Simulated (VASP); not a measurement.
## SnSe2: relaxation of cell and atoms with LDA

Crystal: SnSe2.

```
Sn Se
1.0
     3.80581    0.00000    0.00000
    -1.90290    3.29593    0.00000
     0.00000    0.00000    5.88789
Sn Se
1 2
Direct
  0.00000 0.00000 0.00000
  0.33333 0.66667 0.26777
  0.66667 0.33333 0.73223
```

```json
{
  "Program": "VASP 6.6.1",
  "Task": "relaxation of cell and atoms",
  "Functional": "LDA",
  "Potentials or basis": "VASP PAW LDA potentials, release 64 (Sn_d, Se)",
  "Cutoff": "600 eV",
  "k mesh": "9 × 9 × 5",
  "Occupations": "gaussian, width 0.03 eV",
  "Spin": "no spin polarisation",
  "Further INCAR settings": "ALGO = Normal; EDIFF = 1e-07; IBRION = 2; EDIFFG = -0.005; NSW = 90; ISIF = 3"
}
```

```yaml
Energy_gained_by_relaxing: 0.0 meV/atom
Ionic_steps: 2
Pressure_after_relaxing: 0.0 GPa
Band_gap_on_the_k_mesh: 0.29 eV, indirect (least direct gap 0.67 eV)
```

Final structure:
```
Sn Se
1.0
     3.80509    0.00000    0.00000
    -1.90255    3.29531    0.00000
     0.00000    0.00000    5.89062
Sn Se
1 2
Cartesian
  0.0000 0.0000 0.0000
  0.0000 2.1969 1.5777
  1.9025 1.0984 4.3129
```

Levels at points of the mesh, in eV from the valence-band top:
```csv
k point,band 9,band 10,band 11,band 12,band 13,band 14,band 15,band 16,band 17
"(0.00, 0.00, 0.00)",-0.83,-0.83,-0.66,-0.66,-0.10,0.57,2.72,4.38,4.38
```

It took 29 s on 2 MPI ranks on AMD EPYC 9R14 (Zen 4), with other jobs on the host, peak memory 0.18 GiB a rank.

Caveat: spin-orbit coupling is left out, which moves the levels of the heavy elements; an odd mesh through Γ misses points on the zone boundary, where band edges often lie.
